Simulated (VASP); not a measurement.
A run of VASP 6.6.1:

INCAR

```
ALGO     = Normal         # electronic algorithm
EDIFF    = 1E-7           # SCF threshold, eV
EDIFFG   = -0.005         # ionic threshold
ENCUT    = 600            # plane-wave cutoff, eV
GGA      = PS             # functional
IBRION   = 2              # ionic algorithm
ISIF     = 3              # what is computed and relaxed
ISMEAR   = 0              # smearing method
LASPH    = True           # aspherical terms in the spheres
LCHARG   = False          # write CHGCAR
LREAL    = False          # projectors in reciprocal space
LWAVE    = False          # write WAVECAR
NELM     = 80             # most SCF steps
NSW      = 90             # ionic steps
PREC     = Accurate       # precision mode
SIGMA    = 0.1            # smearing width, eV
```

KPOINTS

```
k-points
0
Gamma
  12 12 12
```

POSCAR

```
Sr
1.0
    0.0000000000      3.0336031300      3.0336031300
    3.0336031300      0.0000000000      3.0336031300
    3.0336031300      3.0336031300      0.0000000000
Sr
1
Direct
    0.0000000000      0.0000000000      0.0000000000
```

Potentials or basis: VASP PAW PBE potentials, release 64 (Sr_sv).

Launch:

```sh
$ cat potpaw_PBE.64/Sr_sv/POTCAR > POTCAR
$ mpirun -np 1 vasp_std > vasp.out
```

Hardware: 1 thread of Intel(R) Xeon(R) Platinum 8488C (Sapphire Rapids) (shared host).

Task: How long does it take, and how much memory?

Result: Wall time 90 s on 1 thread of Intel(R) Xeon(R) Platinum 8488C (Sapphire Rapids), with other jobs on the host, peak memory 0.23 GiB. Counts: scf iterations 41, k points 72, ion steps 4.
